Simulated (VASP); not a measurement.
## CoSi2: Co into a neighbouring Co vacancy

How hard is this move in CoSi2: Co into a neighbouring Co vacancy? Both ends are relaxed first, then a band of images between them. The start is a cell from a database of measured crystal structures.

Main program and level: VASP 6.6.1; LDA, spin-polarised from a ferromagnetic start (one magnetic atom a cell); plane waves and PAW (Co, Si), in the first sound run; inputs show where later runs differ.

The database entry behind the starting cell differs from later determinations by our own check (0.1 to 0.3 % short, probably kX units), so it need not match the best structure at ambient conditions.

## Step 1: The host crystal

The structure is cubic, space group Fm-3m (No. 225). Conventional cell: a = 5.356 Å, b = 5.356 Å, c = 5.356 Å, α = 90.00°, β = 90.00°, γ = 90.00°. Co has 8 Si at 2.32 Å nearest. Nearest to Si lie 4 Co at 2.32 Å. Farther neighbours are not listed.

Coordinates:

```
Co Si
1.0
     0.00000    2.67800    2.67800
     2.67800    0.00000    2.67800
     2.67800    2.67800    0.00000
Co Si
1 2
Direct
  0.00000 0.00000 0.00000
  0.75000 0.75000 0.75000
  0.25000 0.25000 0.25000
```

## Step 2: Relax the host

The later steps need the crystal at this functional's own lattice; a raised cutoff keeps the stress reliable while the cell changes.

INCAR reads:

```
SYSTEM = CoSi2
PREC = Accurate
ENCUT = 350
EDIFF = 1E-06
NELM = 120
ISMEAR = 0
SIGMA = 0.1
LREAL = .FALSE.
ALGO = Normal
GGA = CA
NBANDS = 18
ISPIN = 2
MAGMOM = 2 0 0
LASPH = .TRUE.
LMAXMIX = 4
LORBIT = 11
LWAVE = .FALSE.
LCHARG = .FALSE.
KPAR = 3
IBRION = 2
NSW = 40
ISIF = 3
EDIFFG = -0.02
POTIM = 0.4
```

POSCAR reads:

```
CoSi2
1.0
    0.0000000000      2.6780000000      2.6780000000
    2.6780000000      0.0000000000      2.6780000000
    2.6780000000      2.6780000000      0.0000000000
Co Si
1 2
Direct
    0.0000000000      0.0000000000      0.0000000000
    0.7500000000      0.7500000000      0.7500000000
    0.2500000000      0.2500000000      0.2500000000
```

KPOINTS reads:

```
Automatic mesh
0
Gamma
6 6 6
0 0 0
```

PAW data sets: Co and Si (LDA family, release 64).

Launch:

```
$ mpirun -np 3 vasp_std
```

The log of the run:

```text
[banner, memory and clock lines left out]
running    3 mpi-ranks, on    1 nodes
 distrk:  each k-point on    1 cores,    3 groups
 distr:  one band on    1 cores,    1 groups

 POSCAR found type information on POSCAR CoSi
 POSCAR found :  2 types and       3 ions
 LDA part: xc-table for (Slater(with rela. corr.)+CA(PZ))
 , standard interpolation
 POSCAR, INCAR and KPOINTS ok, starting setup
 FFT: planning ... GRIDC
 FFT: planning ... GRID_SOFT
 FFT: planning ... GRID
 WAVECAR not read
 entering main loop
       N       E                     dE             d eps       ncg     rms          rms(c)
DAV:   1     0.455303987559E+02    0.45530E+02   -0.52352E+03  1184   0.656E+02
DAV:   2    -0.201382451427E+02   -0.65669E+02   -0.58065E+02  1216   0.158E+02
DAV:   3    -0.229214194874E+02   -0.27832E+01   -0.27134E+01  1452   0.360E+01
DAV:   4    -0.229681910921E+02   -0.46772E-01   -0.46711E-01  1354   0.453E+00
DAV:   5    -0.229696397824E+02   -0.14487E-02   -0.14486E-02  1452   0.812E-01    0.160E+01
DAV:   6    -0.269313933053E+02   -0.39618E+01   -0.18185E+01  1220   0.896E+01    0.183E+01
DAV:   7    -0.219352974279E+02    0.49961E+01   -0.89298E+00  1396   0.708E+01    0.343E+00
DAV:   8    -0.219146016811E+02    0.20696E-01   -0.59434E-01  1386   0.455E+00    0.204E+00
DAV:   9    -0.218788763227E+02    0.35725E-01   -0.66789E-02  1414   0.426E+00    0.759E-01
DAV:  10    -0.218784129531E+02    0.46337E-03   -0.33203E-03  1548   0.452E-01    0.313E-01
DAV:  11    -0.218780579470E+02    0.35501E-03   -0.49417E-04  1520   0.345E-01    0.125E-01
DAV:  12    -0.218780762388E+02   -0.18292E-04   -0.87662E-05  1534   0.103E-01    0.506E-02
DAV:  13    -0.218780676754E+02    0.85634E-05   -0.71968E-06  1502   0.285E-02    0.154E-02
DAV:  14    -0.218780669152E+02    0.76022E-06   -0.47887E-07   676   0.975E-03
   1 F= -.21878067E+02 E0= -.21873543E+02  d E =-.218781E+02  mag=    -0.0003
 curvature:   0.00 expect dE= 0.000E+00 dE for cont linesearch  0.000E+00
 trial: gam= 0.00000 g(F)=  0.542E-45 g(S)=  0.157E+00 ort = 0.000E+00 (trialstep = 0.100E+01)
 search vector abs. value=  0.157E+00
 bond charge predicted
       N       E                     dE             d eps       ncg     rms          rms(c)
DAV:   1    -0.231184452706E+02   -0.12404E+01   -0.98313E+00  1252   0.516E+01    0.108E+01
DAV:   2    -0.260401662404E+02   -0.29217E+01   -0.16211E+01  1238   0.865E+01    0.156E+01
DAV:   3    -0.219007383431E+02    0.41394E+01   -0.74624E+00  1346   0.667E+01    0.189E+00
DAV:   4    -0.219206522229E+02   -0.19914E-01   -0.46391E-01  1252   0.351E+00    0.140E+00
DAV:   5    -0.219015357431E+02    0.19116E-01   -0.29593E-02  1548   0.303E+00    0.555E-01
DAV:   6    -0.219001732016E+02    0.13625E-02   -0.36984E-03  1610   0.755E-01    0.142E-01
DAV:   7    -0.219001959783E+02   -0.22777E-04   -0.16044E-04  1296   0.728E-02    0.754E-02
DAV:   8    -0.219001860124E+02    0.99660E-05   -0.40425E-05  1424   0.114E-01    0.163E-02
DAV:   9    -0.219001860407E+02   -0.28321E-07   -0.35885E-06  1260   0.221E-02
   2 F= -.21900186E+02 E0= -.21896043E+02  d E =-.221191E-01  mag=    -0.0000
 trial-energy change:   -0.022119  1 .order   -0.016739   -0.156534    0.123057
 step:   0.5878(harm=  0.5599)  dis= 0.00000  next Energy=   -21.925169 (dE=-0.471E-01)
 bond charge predicted
       N       E                     dE             d eps       ncg     rms          rms(c)
DAV:   1    -0.221320875386E+02   -0.23190E+00   -0.17099E+00  1228   0.220E+01    0.417E+00
DAV:   2    -0.226693113477E+02   -0.53722E+00   -0.31771E+00  1352   0.376E+01    0.721E+00
DAV:   3    -0.219338151037E+02    0.73550E+00   -0.14322E+00  1228   0.248E+01    0.947E-01
DAV:   4    -0.219276369878E+02    0.61781E-02   -0.26966E-02  1212   0.141E+00    0.427E-01
DAV:   5    -0.219256827314E+02    0.19543E-02   -0.16738E-03  1718   0.695E-01    0.993E-02
DAV:   6    -0.219256378682E+02    0.44863E-04   -0.21470E-04  1432   0.101E-01    0.355E-02
DAV:   7    -0.219256378137E+02    0.54521E-07   -0.57721E-06  1398   0.257E-02
   3 F= -.21925638E+02 E0= -.21921350E+02  d E =-.475709E-01  mag=    -0.0000
 curvature:  -0.28 expect dE=-0.465E-05 dE for cont linesearch -0.465E-05
 trial: gam=-0.01022 g(F)=  0.657E-45 g(S)=  0.167E-04 ort = 0.162E-02 (trialstep = 0.918E+00)
 search vector abs. value=  0.188E-08
 reached required accuracy - stopping structural energy minimisation
```

The job ended after 5.6 s (3 MPI ranks of AMD EPYC 9R45, shared host; peak memory 0.33 GiB; 16 s of CPU time).

The logs omit lines about the potential files and the build; timing stands in the text.

Parts of OUTCAR (step 2):

```text
ion  position               nearest neighbor table
   1  0.000  0.000  0.000-   2 2.32   3 2.32   2 2.32   2 2.32   3 2.32   2 2.32   3 2.32   3 2.32

  LATTYP: Found a face centered cubic cell.
 ALAT       =     5.3560000000

 Subroutine GETGRP returns: Found 48 space group operations
 (whereof 48 operations were pure point group operations)

The static configuration has the point symmetry O_h .

 Found     16 irreducible k-points:

   k-points           NKPTS =     16   k-points in BZ     NKDIM =     16   number of bands    NBANDS=     18

   dimension x,y,z NGX =    24 NGY =   24 NGZ =   24
   dimension x,y,z NGXF=    48 NGYF=   48 NGZF=   48

   ENCUT  =  350.0 eV  25.72 Ry    5.07 a.u.   5.78  5.78  5.78*2*pi/ulx,y,z

   NELECT =      17.0000    total number of electrons

 k-points in reciprocal lattice and weights: Automatic mesh
   0.00000000  0.00000000  0.00000000       0.005
   0.16666667  0.00000000  0.00000000       0.037
   0.33333333  0.00000000  0.00000000       0.037
   0.50000000  0.00000000  0.00000000       0.019
   0.16666667  0.16666667  0.00000000       0.028
   0.33333333  0.16666667  0.00000000       0.111
   0.50000000  0.16666667  0.00000000       0.111
  -0.33333333  0.16666667  0.00000000       0.111
  -0.16666667  0.16666667  0.00000000       0.056
[...]
-0.33333333  0.33333333  0.16666667       0.111
  -0.33333333  0.50000000  0.16666667       0.056

 average (electrostatic) potential at core
       1 -77.4721       2 -80.3492       3 -80.3492

 E-fermi :  10.7860

 spin component 1
 k-point     1 :       0.0000    0.0000    0.0000
  band No.  band energies     occupation
    ...
      2       6.3336      1.00000
      3       6.3336      1.00000
      4       6.3336      1.00000
      5       8.5739      1.00000
      6       8.5739      1.00000
      7      11.7645      0.00000
      8      14.1166      0.00000
      9      14.1166      0.00000
     10      14.1166      0.00000
     11      14.2377      0.00000
    ...

 k-point     2 :       0.1667    0.0000    0.0000
  band No.  band energies     occupation
    ...
      2       5.4230      1.00000
      3       6.4795      1.00000
      4       6.4795      1.00000
      5       8.4679      1.00000
      6       8.4679      1.00000
      7      10.8216      0.30734
      8      12.6526      0.00000
      9      12.6526      0.00000
     10      12.7097      0.00000
     11      15.1529      0.00000
    ...

 k-point     3 :       0.3333    0.0000    0.0000
  band No.  band energies     occupation
    ...
      3       6.7446      1.00000
      4       6.7446      1.00000
      5       8.5030      1.00000
      6       8.5030      1.00000
      7       8.9152      1.00000
      8      11.1183      0.00000
      9      11.1183      0.00000
     10      13.4161      0.00000
     11      14.4122      0.00000
     12      14.4122      0.00000
    ...

 k-point     4 :       0.5000    0.0000    0.0000
  band No.  band energies     occupation
    ...
      5       8.3174      1.00000
      6       8.8652      1.00000
      7       8.8652      1.00000
      8      10.1669      1.00000
      9      10.1669      1.00000
     10      13.4186      0.00000
     11      14.2048      0.00000
     12      14.2048      0.00000
     13      15.3303      0.00000
     14      21.2096      0.00000
    ...

 k-point     5 :       0.1667    0.1667    0.0000
  band No.  band energies     occupation
    ...
      2       5.5673      1.00000
      3       6.3808      1.00000
      4       6.3808      1.00000
      5       7.9886      1.00000
      6       8.7212      1.00000
      7      11.3848      0.00000
      8      11.3848      0.00000
      9      12.0634      0.00000
     10      12.0952      0.00000
     11      14.3448      0.00000
    ...

 k-point     6 :       0.3333    0.1667    0.0000
  band No.  band energies     occupation
    ...
      4       6.5516      1.00000
      5       7.4543      1.00000
      6       8.8447      1.00000
      7       9.1725      1.00000
      8      10.2981      1.00000
      9      10.9404      0.01449
     10      12.7467      0.00000
     11      14.9925      0.00000
     12      16.1274      0.00000
     13      16.2598      0.00000
    ...

  Total       -0.0207883     -0.0207883     -0.0207883     -0.0000000     -0.0000000     -0.0000000
  in kB       -0.9079530     -0.9079530     -0.9079530     -0.0000000     -0.0000000     -0.0000000
  external PRESSURE =      -0.9079530 kB  Pullay stress =       0.0000000 kB

  energy-cutoff  :      350.00
  volume of cell :       36.68
      direct lattice vectors                 reciprocal lattice vectors
    -0.000000000  2.637213513  2.637213513    -0.189594054  0.189594054  0.189594054
     2.637213513  0.000000000  2.637213513     0.189594054 -0.189594054  0.189594054
     2.637213513  2.637213513  0.000000000     0.189594054  0.189594054 -0.189594054

 POSITION                                       TOTAL-FORCE (eV/Angst)
 -----------------------------------------------------------------------------------
      0.00000      0.00000      0.00000         0.000000      0.000000      0.000000
      3.95582      3.95582      3.95582        -0.000000     -0.000000      0.000000
      1.31861      1.31861      1.31861         0.000000      0.000000     -0.000000
 -----------------------------------------------------------------------------------
    total drift:                               -0.000000      0.000000      0.000000

  FREE ENERGIE OF THE ION-ELECTRON SYSTEM (eV)
  ---------------------------------------------------
  free  energy   TOTEN  =       -21.9256378137 eV

  energy  without entropy=      -21.9170624440  energy(sigma->0) =      -21.92135013

 reached required accuracy - stopping structural energy minimisation

 total charge
# of ion       s       p       d       tot
------------------------------------------
    1        0.566   0.773   7.661   9.000
    2        0.723   0.910   0.000   1.634
    3        0.723   0.910   0.000   1.634
--------------------------------------------------
tot          2.013   2.593   7.661  12.268

 magnetization (x)
# of ion       s       p       d       tot
------------------------------------------
    1       -0.000  -0.000  -0.000  -0.000
    2        0.000   0.000   0.000   0.000
    3        0.000   0.000   0.000   0.000
--------------------------------------------------
tot         -0.000  -0.000  -0.000  -0.000

[... 2 further parts left out ...]
```

CONTCAR:

```
CoSi2
   1.00000000000000
    -0.0000000000000000    2.6372135127302037    2.6372135127302037
     2.6372135127302037    0.0000000000000000    2.6372135127302037
     2.6372135127302037    2.6372135127302037    0.0000000000000000
  Co              Si
     1     2
Direct
     0.0000000000000000    0.0000000000000000    0.0000000000000000
     0.7500000000000000    0.7500000000000000    0.7500000000000000
     0.2500000000000000    0.2500000000000000    0.2500000000000000
```

The moments of the start collapse, so the state is non-magnetic; other starts or orders were not tried. The k-mesh is coarse for a metal. The run keeps the 48 symmetry operations of its start, so it cannot find a distortion of lower symmetry.

Relaxation path:

| step | energy less that of the first step (eV) | largest force (eV/Å) | pressure (GPa) | volume (Å³) |
| --- | --- | --- | --- | --- |
| 1 | 0.0000 | 0.0000 | -8.40 | 38.41 |
| 2 | -0.0221 | 0.0000 | 7.14 | 35.50 |
| 3 | -0.0476 | 0.0000 | -0.09 | 36.68 |

```csv
"conventional cell, symmetrised",before,after,change
a (Å),5.356,5.274,-1.5 %
b (Å),5.356,5.274,-1.5 %
c (Å),5.356,5.274,-1.5 %
volume (Å³/atom),12.80,12.23,-4.5 %
```

The relaxed structure:

```xyz
3
Lattice="0.0000 2.6372 2.6372 2.6372 0.0000 2.6372 2.6372 2.6372 0.0000" Properties=species:S:1:pos:R:3 pbc="T T T"
Co    0.0000    0.0000    0.0000
Si    3.9558    3.9558    3.9558
Si    1.3186    1.3186    1.3186
```

This step gave:

```
electronic cycles                               : 30
electrons                                       : 17
free energy (TOTEN)                             : -21.93 eV
energy at zero smearing                         : -21.92 eV
Fermi energy                                    : 10.79 eV
labelled metallic, from the levels on this mesh : yes
```

The spin moment in the PAW sphere vanishes on all atoms.

The run ended after 3 ionic steps, 0.048 eV below its first step, once forces and stress met EDIFFG = -0.02.

(Continued in part 2 of 4.)

[Lines on the potential files, build, host, timing and source positions are cut from VASP's logs without a mark.]

[Logs are printed without paths, hosts, clocks, repeated set-up lines and the standing remarks that a program may print on its own settings, such as how far it seeks lower states.]

[Hosts, paths, dates, database ids (printed as entryN), source tags and the programs' standing remarks are cut or masked in the printed files.]

[Runs that stopped without an error message from VASP are left out.]
